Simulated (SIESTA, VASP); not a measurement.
VASP ran on this input.

**POSCAR**
```
I
1
    2.3950000000    -3.6350000000     0.0000000000
    2.3950000000     3.6350000000     0.0000000000
    0.0000000000     0.0000000000     9.7900000000
I
4
Direct
  0.8454110000   0.8539650000   0.8779110000
  0.6538680000   0.6526200000   0.3840550000
  0.3404720000   0.3378900000   0.6216430000
  0.1602490000   0.1555250000   0.1163900000
```

INCAR:
```
SYSTEM = I
PREC = Accurate; ENCUT = 300; LREAL = .False.
LASPH = .True.
EDIFF = 1E-6; NELM = 100; ALGO = Normal
LMAXMIX = 4
ISMEAR = -1; SIGMA = 0.02
GGA = PE
ISIF = 2
LWAVE = .False.; LCHARG = .False.
```

KPOINTS:
```
kpoints
0
gamma
 3 3 2
0 0 0
```

POTCAR, in this order: I (PBE.64 set). Program: vasp_std.

Task: Translate it to SIESTA.

Result: One input that does it (GGA PBE, numerical atomic orbitals DZP, PseudoDojo PBE standard norm-conserving potentials (rewritten from UPF to PSML)):
```
# files in the folder: I.psml (PseudoDojo PBE standard)
SystemName  I
SystemLabel i

NumberOfAtoms                4
NumberOfSpecies              1
%block ChemicalSpeciesLabel
  1 53 I
%endblock ChemicalSpeciesLabel
LatticeConstant              1.0 Bohr
%block LatticeVectors
     4.525894068   -6.869154463   -0.000000000
     4.525894068    6.869154463    0.000000000
     0.000000000    0.000000000   18.500418760
%endblock LatticeVectors
AtomicCoordinatesFormat      ScaledCartesian
%block AtomicCoordinatesAndAtomicSpecies
     7.691195759    0.058758747   16.241721134  1
     5.913026290   -0.008572705    7.105178327  1
     3.070194552   -0.017736157   11.500655819  1
     1.429159674   -0.032449886    2.153263739  1
%endblock AtomicCoordinatesAndAtomicSpecies

XC.functional                GGA
XC.authors                   PBE
PAO.BasisSize                DZP
PAO.EnergyShift              0.005 Ry
MeshCutoff                   400 Ry
%block kgrid.MonkhorstPack
    3   0   0  0.0
    0   3   0  0.0
    0   0   2  0.0
%endblock kgrid.MonkhorstPack
OccupationFunction           FD
ElectronicTemperature        232.09 K

MaxSCFIterations             150
SCF.Mixer.Method             Pulay
SCF.Mixer.Weight             0.2
SCF.Mixer.History            8
SCF.DM.Tolerance             1.0E-05
Diag.ParallelOverK           true
WriteForces                  true
```
Both inputs were run and reached self-consistency, which says nothing on mesh or cut-off. Potentials, basis and cut-offs are each code's own, so they don't translate, and total energies aren't comparable.

The structure is a typed I crystal (Cmce). The cell was not relaxed at this level, atoms are displaced from their ideal sites, and it may have been scaled.
